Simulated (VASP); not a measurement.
# Ga2O with SCAN: from relaxation to properties, part 3 of 4

Aim: relax Ga2O, then compute properties on the relaxed cell. The cell is invented: other elements were put on sites of a known structure type. It may not be a known or stable phase.

VASP 6.6.1, plane waves and PAW; the level of theory is named at each step.

So far. Step 3 (Single point with fields (SCAN)): In this run the pressure is 0.57 GPa, with stress components up to 0.72 GPa and forces up to 0.000 eV/Å, which can come from another mesh, basis or smearing than the relaxation's or from a relaxation that stopped early. Step 4 (Bands along the symmetry lines (SCAN)): At these settings, which differ from those of the relaxation, the cell is under a pressure of 0.6 GPa. The relaxed cell has a = 4.134, c = 3.062 Å (conventional setting).

**5. Density of states (SCAN)**

Level of this step: SCAN; plane waves and PAW (Ga_d, O); invented cell (VASP).

Here the states are counted by energy and projected on the atoms. The mesh is finer than in the run before.

Contents of INCAR:

```
SYSTEM = Ga2O
PREC = Accurate
ENCUT = 520
EDIFF = 1E-06
NELM = 100
ISMEAR = -5
SIGMA = 0.05
LREAL = .FALSE.
ALGO = Normal
METAGGA = SCAN
LASPH = .TRUE.
LORBIT = 11
LWAVE = .FALSE.
LCHARG = .FALSE.
NEDOS = 2001
```

Contents of POSCAR:

```
Ga2O
1.0
    4.1339776327      0.0000000000      0.0000000000
   -2.0669888163      3.5801296415      0.0000000000
    0.0000000000      0.0000000000      3.0622039246
Ga O
2 1
Direct
    0.6666666700      0.3333333300      0.5000000000
    0.3333333300      0.6666666700      0.5000000000
    0.0000000000      0.0000000000      0.0000000000
```

Contents of KPOINTS:

```
Automatic mesh
0
Gamma
8 8 9
0 0 0
```

PAW data sets: Ga_d and O (PBE family, release 64).

Launch:

```sh
$ mpirun -np 1 vasp_std
```

The log of the run:

```text
[... set-up lines as in an earlier step ...]
 entering main loop
       N       E                     dE             d eps       ncg     rms          rms(c)
DAV:   1     0.175684032192E+03    0.17568E+03   -0.16661E+04  2044   0.300E+03
DAV:   2    -0.201922732497E+02   -0.19588E+03   -0.18553E+03  2220   0.485E+02
DAV:   3    -0.438251584190E+02   -0.23633E+02   -0.21968E+02  2316   0.132E+02
DAV:   4    -0.448273076523E+02   -0.10021E+01   -0.98205E+00  2316   0.260E+01
DAV:   5    -0.448491750816E+02   -0.21867E-01   -0.21939E-01  2288   0.362E+00    0.772E+00
DAV:   6    -0.385539315464E+02    0.62952E+01   -0.71635E+00  2768   0.340E+01    0.673E+00
DAV:   7    -0.382571520341E+02    0.29678E+00   -0.11726E+00  2864   0.177E+01    0.136E+00
DAV:   8    -0.380906307387E+02    0.16652E+00   -0.37513E-01  2200   0.680E+00    0.341E-01
DAV:   9    -0.380971590145E+02   -0.65283E-02   -0.34472E-02  2404   0.161E+00    0.230E-01
DAV:  10    -0.380972555217E+02   -0.96507E-04   -0.34278E-03  2232   0.554E-01    0.890E-02
DAV:  11    -0.380971280435E+02    0.12748E-03   -0.51813E-04  2512   0.241E-01    0.266E-02
DAV:  12    -0.380971456509E+02   -0.17607E-04   -0.14809E-04  2176   0.109E-01    0.219E-02
DAV:  13    -0.380971912448E+02   -0.45594E-04   -0.17748E-05  2700   0.456E-02    0.295E-03
DAV:  14    -0.380971917961E+02   -0.55122E-06   -0.24736E-06  1772   0.146E-02
   1 F= -.38097192E+02 E0= -.38097192E+02  d E =0.000000E+00
 -----------------------------------------------------------------------------
|                                                                             |
|           W    W    AA    RRRRR   N    N  II  N    N   GGGG   !!!           |
|           W    W   A  A   R    R  NN   N  II  NN   N  G    G  !!!           |
|           W    W  A    A  R    R  N N  N  II  N N  N  G       !!!           |
|           W WW W  AAAAAA  RRRRR   N  N N  II  N  N N  G  GGG   !            |
|           WW  WW  A    A  R   R   N   NN  II  N   NN  G    G                |
|           W    W  A    A  R    R  N    N  II  N    N   GGGG   !!!           |
|                                                                             |
|     Tetrahedron method does not include variations of the Fermi             |
|     occupations, so forces and stress will be inaccurate. We suggest        |
|     using a different smearing scheme ISMEAR = 1 or 2 for metals in         |
|     relaxations.                                                            |
|                                                                             |
 -----------------------------------------------------------------------------
```

It took 2.1 min on 1 MPI rank of AMD EPYC 9R14 (Zen 4), shared host; peak memory 0.17 GiB.

Parts of OUTCAR (step 5):

```text
   k-points           NKPTS =     50   k-points in BZ     NKDIM =     50   number of bands    NBANDS=     20

   NELECT =      32.0000    total number of electrons

 E-fermi :   4.3703

 k-point     1 :       0.0000    0.0000    0.0000
  band No.  band energies     occupation
    ...
     12      -4.9304      2.00000
     13       1.8374      2.00000
     14       1.8375      2.00000
     15       3.1609      2.00000
     16       4.6417      1.46128
     17       4.6423      0.00000
     18       5.2473      0.00000
     19      10.7648      0.00000
     20      12.6441      0.00000

  Total        0.2935505      0.2935505     -0.0788973      0.0000000      0.0000000      0.0000000
  in kB       10.3774932     10.3774931     -2.7891489      0.0000000      0.0000000      0.0000000
  external PRESSURE =       5.9886125 kB  Pullay stress =       0.0000000 kB

 POSITION                                       TOTAL-FORCE (eV/Angst)
 -----------------------------------------------------------------------------------
      2.06699      1.19338      1.53110         0.000000     -0.000000      0.000000
     -0.00000      2.38675      1.53110        -0.000000      0.000000      0.000000
      0.00000      0.00000      0.00000        -0.000000      0.000000      0.000000
 -----------------------------------------------------------------------------------
    total drift:                               -0.000000      0.000000     -0.000000

  FREE ENERGIE OF THE ION-ELECTRON SYSTEM (eV)
  ---------------------------------------------------
  free  energy   TOTEN  =       -38.0971917961 eV

  energy  without entropy=      -38.0971917961  energy(sigma->0) =      -38.09719180

[... 6 parts as in an earlier step ...]

[... 10 further parts left out ...]
```

With tetrahedra the forces and stress of a metal are not exact derivatives of the energy.

Numbers from this step:

```
electronic steps                                     : 14
irreducible k points                                 : 50
Fermi energy                                         : 4.370 eV
pressure                                             : 0.5989 GPa
DOS at the Fermi level, one point of the energy grid : 0.2317 states/eV/cell
```

The density of states has structure finer than the step of the table below, so its rows give means over 1 eV, whole bins alone (the curve runs from -12.0 to 5.66 eV). Peaks (eV: height): total -3.1: 2.87, -1.3: 3.75, -1.0: 4.11, 1.0: 2.74; O p -3.1: 1.03, -1.3: 1.95, -1.0: 2.30, 1.1: 0.596; Ga p -3.1: 0.513, -0.8: 0.236, 1.0: 1.23, 2.1: 0.782; Ga s -8.8: 0.656, -1.3: 0.472, -1.0: 0.498, -0.8: 0.379; Ga d -1.3: 0.0808, -1.0: 0.0748, 1.0: 0.0886, 4.7: 0.066.

States under -12.0 eV and over 5.7 eV are left out. Table of density of states by energy, zero at the Fermi level; means over each step; values in states/eV/cell:

```tsv
energy (eV)	total	O p	Ga p	Ga s	Ga d
-10	0	0	0	0	0
-9	0.755	0.0240	0.0228	0.404	0.0120
-8	0.754	0.0358	0.0370	0.392	0.0166
-7	0.477	0.0270	0.0403	0.233	0.0108
-6	0.530	0.0341	0.0711	0.223	0.0103
-5	0.650	0.0778	0.111	0.208	0.0107
-4	0.777	0.199	0.136	0.105	0.0122
-3	1.91	0.704	0.320	0.0865	0.0268
-2	1.30	0.595	0.113	0.136	0.0279
-1	2.65	1.41	0.131	0.348	0.0514
0	0.407	0.140	0.0944	0.0447	0.0100
1	1.83	0.396	0.800	0.0387	0.0576
2	1.02	0.229	0.429	0.0259	0.0302
3	0.797	0.114	0.321	0.0356	0.0322
4	0.856	0.0568	0.375	0.0678	0.0496
5	0.763	0.0529	0.349	0.0473	0.0532
```

The finer mesh and the other smearing move the Fermi level by -0.13 eV from the 6×6×6 run, one measure of the sampling error in the zero of the bands above. Of the states within 0.3 eV of the Fermi level, the largest shares in the PAW spheres are Ga p 29 %, O p 27 % and Ga s 10 %. The rest lies in smaller channels or between the spheres.

**6. Bands along the symmetry lines (TB-mBJ)**

This step: TB-mBJ; plane waves and PAW (Ga_d, O); invented cell (VASP 6.6.1).

The mesh alone shows little of the dispersion and can miss band extrema, so KPOINTS_OPT adds a path through the symmetry points after the self-consistent cycle. TB-mBJ is a local potential fitted to gaps: it costs far less than a hybrid but gives no energy.

Contents of INCAR:

```
SYSTEM = Ga2O
PREC = Accurate
ENCUT = 520
EDIFF = 1E-06
NELM = 150
ISMEAR = -1
SIGMA = 0.05
LREAL = .FALSE.
ALGO = Normal
METAGGA = MBJ
LASPH = .TRUE.
LORBIT = 11
LWAVE = .FALSE.
LCHARG = .FALSE.
```

POSCAR is that of step 5.

Contents of KPOINTS:

```
Automatic mesh
0
Gamma
6 6 6
0 0 0
```

Contents of KPOINTS_OPT:

```
Line mode
16
Line-mode
Reciprocal
  0.00000000   0.00000000   0.00000000 GAMMA
  0.50000000   0.00000000   0.00000000 M

  0.50000000   0.00000000   0.00000000 M
  0.33333333   0.33333333   0.00000000 K

  0.33333333   0.33333333   0.00000000 K
  0.00000000   0.00000000   0.00000000 GAMMA

  0.00000000   0.00000000   0.00000000 GAMMA
  0.00000000   0.00000000   0.50000000 A

  0.00000000   0.00000000   0.50000000 A
  0.50000000   0.00000000   0.50000000 L

  0.50000000   0.00000000   0.50000000 L
  0.33333333   0.33333333   0.50000000 H

  0.33333333   0.33333333   0.50000000 H
  0.00000000   0.00000000   0.50000000 A

  0.50000000   0.00000000   0.50000000 L
  0.50000000   0.00000000   0.00000000 M

  0.33333333   0.33333333   0.00000000 K
  0.33333333   0.33333333   0.50000000 H
```

Launch:

```sh
$ mpirun -np 1 vasp_std
```

The log of the run:

```text
[... set-up lines as in an earlier step ...]
 entering main loop
       N       E                     dE             d eps       ncg     rms          rms(c)
DAV:   1     0.417682174801E+03    0.41768E+03   -0.15708E+04  1160   0.287E+03
DAV:   2     0.237435649362E+03   -0.18025E+03   -0.17199E+03  1236   0.450E+02
DAV:   3     0.215672801737E+03   -0.21763E+02   -0.19910E+02  1288   0.122E+02
DAV:   4     0.214717618768E+03   -0.95518E+00   -0.92875E+00  1328   0.242E+01
DAV:   5     0.214697547332E+03   -0.20071E-01   -0.20063E-01  1288   0.332E+00    0.886E+00
DAV:   6     0.215810778289E+03    0.11132E+01   -0.33193E+01  1604   0.805E+01    0.132E+01
DAV:   7     0.214008851773E+03   -0.18019E+01   -0.26473E+01  1300   0.330E+01    0.741E+00
DAV:   8     0.218129684177E+03    0.41208E+01   -0.65165E+00  1252   0.225E+01    0.335E+00
DAV:   9     0.215851238858E+03   -0.22784E+01   -0.27574E+00  1588   0.283E+01    0.624E+00
DAV:  10     0.217329061220E+03    0.14778E+01   -0.10956E+00  1180   0.114E+01    0.313E+00
DAV:  11     0.216893160062E+03   -0.43590E+00   -0.34627E-01  1176   0.553E+00    0.389E+00
DAV:  12     0.217085369996E+03    0.19221E+00   -0.42309E-02  1384   0.177E+00    0.341E+00
DAV:  13     0.217223149761E+03    0.13778E+00   -0.11008E-01  1320   0.278E+00    0.231E+00
DAV:  14     0.217171559620E+03   -0.51590E-01   -0.17987E-02  1244   0.111E+00    0.264E+00
DAV:  15     0.217314029382E+03    0.14247E+00   -0.14311E-02  1352   0.108E+00    0.201E+00
DAV:  16     0.217317677793E+03    0.36484E-02   -0.66093E-03  1160   0.582E-01    0.206E+00
DAV:  17     0.217372154953E+03    0.54477E-01   -0.37309E-03  1352   0.533E-01    0.177E+00
DAV:  18     0.217396293333E+03    0.24138E-01   -0.47231E-03  1200   0.391E-01    0.165E+00
DAV:  19     0.217455313130E+03    0.59020E-01   -0.62042E-03  1276   0.526E-01    0.132E+00
DAV:  20     0.217499774922E+03    0.44462E-01   -0.59827E-03  1280   0.474E-01    0.113E+00
DAV:  21     0.217540821631E+03    0.41047E-01   -0.26926E-03  1456   0.353E-01    0.933E-01
DAV:  22     0.217577867918E+03    0.37046E-01   -0.26510E-03  1356   0.311E-01    0.763E-01
DAV:  23     0.217603924218E+03    0.26056E-01   -0.12644E-03  1404   0.239E-01    0.648E-01
DAV:  24     0.217661082384E+03    0.57158E-01   -0.89452E-03  1232   0.624E-01    0.269E-01
DAV:  25     0.217685032959E+03    0.23951E-01   -0.29201E-03  1228   0.384E-01    0.276E-01
DAV:  26     0.217708571867E+03    0.23539E-01   -0.14830E-03  1288   0.344E-01    0.791E-02
DAV:  27     0.217715664871E+03    0.70930E-02   -0.71740E-04  1324   0.219E-01    0.126E-01
DAV:  28     0.217721206235E+03    0.55414E-02   -0.17102E-04  1404   0.146E-01    0.564E-02
DAV:  29     0.217723164953E+03    0.19587E-02   -0.78439E-05  1364   0.837E-02    0.852E-02
DAV:  30     0.217734592475E+03    0.11428E-01   -0.42801E-04  1292   0.174E-01    0.162E-02
[...]
DAV:  50     0.217739996018E+03   -0.35563E-04   -0.98565E-09   560   0.642E-04    0.104E-03
DAV:  51     0.217739911010E+03   -0.85008E-04   -0.28669E-08   560   0.138E-03    0.345E-04
DAV:  52     0.217739818264E+03   -0.92746E-04   -0.33516E-08   560   0.128E-03    0.125E-04
DAV:  53     0.217739767465E+03   -0.50799E-04   -0.15246E-08   560   0.936E-04    0.292E-04
DAV:  54     0.217739751260E+03   -0.16204E-04   -0.76217E-09   560   0.650E-04    0.332E-04
DAV:  55     0.217739752293E+03    0.10325E-05   -0.23469E-09   560   0.394E-04    0.292E-04
DAV:  56     0.217739748334E+03   -0.39582E-05   -0.92204E-10   560   0.275E-04    0.344E-04
DAV:  57     0.217739752947E+03    0.46128E-05   -0.41016E-10   560   0.208E-04    0.295E-04
DAV:  58     0.217739751937E+03   -0.10099E-05   -0.21630E-10   560   0.142E-04    0.329E-04
DAV:  59     0.217739754501E+03    0.25632E-05   -0.11932E-10   560   0.119E-04    0.290E-04
DAV:  60     0.217739751858E+03   -0.26423E-05   -0.92314E-11   560   0.997E-05    0.327E-04
DAV:  61     0.217739752206E+03    0.34781E-06   -0.45811E-11   560   0.762E-05
   1 F= 0.21773975E+03 E0= 0.21774055E+03  d E =-.159422E-02
 Start KPOINTS_OPT (optional k-point list driver)
k-point batch [1-28\144]
       N       E                     dE             ncg
DAV:   1    -0.271684725434E+03   -0.17064E+05     1156
DAV:   2    -0.556530451919E+04   -0.52936E+04     1268
DAV:   3    -0.616647098846E+04   -0.60117E+03     1272
DAV:   4    -0.619196366592E+04   -0.25493E+02     1376
DAV:   5    -0.619265032689E+04   -0.68666E+00     1360
DAV:   6    -0.619268078366E+04   -0.30457E-01     1592
DAV:   7    -0.619268152563E+04   -0.74197E-03     1432
DAV:   8    -0.619268154079E+04   -0.15158E-04     1152
DAV:   9    -0.619268154130E+04   -0.51243E-06      860
[...]
k-point batch [141-144\144]
       N       E                     dE             ncg
DAV:   1     0.239143827411E+05   -0.54908E+04      160
DAV:   2     0.231985574068E+05   -0.71583E+03      168
DAV:   3     0.231268994858E+05   -0.71658E+02      180
DAV:   4     0.231245200574E+05   -0.23794E+01      168
DAV:   5     0.231244651590E+05   -0.54898E-01      188
DAV:   6     0.231244614408E+05   -0.37183E-02      240
DAV:   7     0.231244614234E+05   -0.17353E-04      188
DAV:   8     0.231244614232E+05   -0.26845E-06      120
```

Wall time 2.4 min (1 MPI rank); peak memory 0.17 GiB.

Parts of OUTCAR (step 6):

```text
   NELECT =      32.0000    total number of electrons

 E-fermi :   5.3240

 k-point     1 :       0.0000    0.0000    0.0000
  band No.  band energies     occupation
    ...
     11     -10.3659      2.00000
     12      -3.5585      2.00000
     13       2.5040      2.00000
     14       2.5041      2.00000
     15       3.7124      2.00000
     16       5.5526      0.02046
     17       5.5536      0.02004
     18       6.5279      0.00000
     19      11.7211      0.00000
     20      13.4559      0.00000

  Total     -210.4133682   -210.4133674   -205.8527347     -0.0000000      0.0000000      0.0000000
  in kB    -7438.4581904  -7438.4581609  -7277.2323030     -0.0000001      0.0000000      0.0000000
  external PRESSURE =   -7384.7162181 kB  Pullay stress =       0.0000000 kB

 POSITION                                       TOTAL-FORCE (eV/Angst)
 -----------------------------------------------------------------------------------
      2.06699      1.19338      1.53110        -0.000000      0.000000      0.000000
     -0.00000      2.38675      1.53110         0.000000     -0.000000      0.000000
      0.00000      0.00000      0.00000        -0.000000      0.000000      0.000000
 -----------------------------------------------------------------------------------
    total drift:                               -0.000000      0.000000     -0.000000

  FREE ENERGIE OF THE ION-ELECTRON SYSTEM (eV)
  ---------------------------------------------------
  free  energy   TOTEN  =       217.7397522060 eV

  energy  without entropy=      217.7413464297  energy(sigma->0) =      217.74054932

[... 8 parts as in an earlier step ...]

[... 9 further parts left out ...]
```

This functional is a potential without an energy, so its energies, forces and stress mean nothing and are not read.

Numbers from this step:

```yaml
electronic_steps: 61
irreducible_k_points: 28
fermi_energy: 5.324 eV
```

The electronic bands at the labelled points (eV, zero at the Fermi level; # counts the bands kept in this run, so #1 is VASP's band 12):

```tsv
point	#2	#3	#4	#5	#6	#7
Γ	-2.82	-2.82	-1.61	0.23	0.23	1.20
0.47 of the way	-3.87	-3.48	-1.50	-1.22	1.03	4.39
M	-5.50	-4.05	-1.37	-0.47	1.73	3.85
0.47 of the way	-6.41	-2.95	-1.36	-0.54	0.59	5.26
K	-7.63	-1.43	-1.34	-0.77	-0.77	7.37
0.53 of the way	-4.66	-2.91	-1.47	-1.39	0.99	5.14
Γ	-2.82	-2.82	-1.61	0.23	0.23	1.20
0.47 of the way	-2.55	-2.55	-2.26	0.92	0.92	1.98
A	-2.43	-2.17	-2.17	-1.26	2.15	2.15
0.47 of the way	-3.72	-2.25	-2.11	-0.33	-0.32	1.23
L	-5.19	-4.25	-2.34	-1.00	0.47	0.77
0.47 of the way	-5.00	-4.09	-2.78	-2.38	1.28	1.48
H	-4.46	-4.31	-3.57	-3.57	1.90	1.90
0.53 of the way	-3.81	-2.38	-2.18	-1.28	0.06	1.54
A	-2.43	-2.17	-2.17	-1.26	2.15	2.15
jump to L	-5.19	-4.25	-2.34	-1.00	0.47	0.77
0.47 of the way	-5.19	-3.28	-1.92	-1.60	1.25	3.10
M	-5.50	-4.05	-1.37	-0.47	1.73	3.85
jump to K	-7.63	-1.43	-1.34	-0.77	-0.77	7.37
0.53 of the way	-6.57	-3.48	-1.36	-1.36	0.77	3.24
H	-4.46	-4.31	-3.57	-3.57	1.90	1.90
```

Of the projections kept (Ga, O), the largest for each band there, as a share of the weight inside these atoms' spheres; weight between the spheres isn't counted:

```tsv
point	#2	#3	#4	#5	#6	#7
Γ	O 0.92	O 0.92	O 0.96	Ga 1.00	Ga 1.00	Ga 1.00
M	Ga 0.94	O 0.67	O 0.99	O 0.81	Ga 0.53	Ga 0.92
K	Ga 0.86	Ga 0.89	O 0.99	O 0.78	O 0.78	Ga 0.93
Γ	O 0.92	O 0.92	O 0.96	Ga 1.00	Ga 1.00	Ga 1.00
A	Ga 0.87	O 0.99	O 0.99	O 0.79	Ga 1.00	Ga 1.00
L	Ga 0.61	O 0.69	O 0.96	Ga 0.54	Ga 1.00	Ga 0.96
```

The electronic bands as a text plot (rows in eV, shown from -8.0 to 7.4 only):

```
    7.0 |         **
    6.4 |           *                                     *
    5.8 |        *   *                                     *
    5.1 |             *
    4.5 |   **  *                                      *    *
    3.8 |  *  **       *                                **
    3.2 | *                                           *      *
    2.6 |               *                            *        *
    1.9 |     **             * ****      *****  *** *   **     **
    1.3 |*  **  *     *  **** *   ***   **  **** * * ***      *
    0.6 | **         * **  ****    * ****     * *  **        *
    0.0 |*       *  *    **    *    *          *           **
   -0.6 |    *******    *       *  ****        *       *****
   -1.3 | ***************        **    *        ****  * **  **
   -1.9 |*          *    ****   ****    *     ***** ****  *   *
   -2.6 |*       *   *   *********  ******   *** ****      *   *
   -3.2 | **    *     ***         ** *   *****  *    **     **  *
   -3.8 |  *****       *            ***  *******   *   ***    **
   -4.5 |   *         *               *** **                    *
   -5.1 |    **                        *****       *****       *
   -5.8 |      **    *                      *      *    **    *
   -6.4 |                             *      *      *        *
   -7.0 |        *  *               **        *      *      *
   -7.7 |         **             ***           ****   *   **
         Γ     M  K       Γ      A     L   H     A|L    M|K     H
```

There is no gap at this level.

(Part 3 of 4 ends here.)

[Lines on the potential files, build, host, timing and source positions are cut from VASP's logs without a mark.]

[Logs are printed without paths, hosts, clocks, repeated set-up lines and the standing remarks that a program may print on its own settings, such as how far it seeks lower states.]

[Hosts, paths, dates, database ids (printed as entryN), source tags and the programs' standing remarks are cut or masked in the printed files.]

[A measured line is paired with the nearest computed mode of its activity, which favours agreement.]

[In band tables of VASP the shares of atoms and orbitals are scaled to a sum of 1 inside the atoms' spheres.]
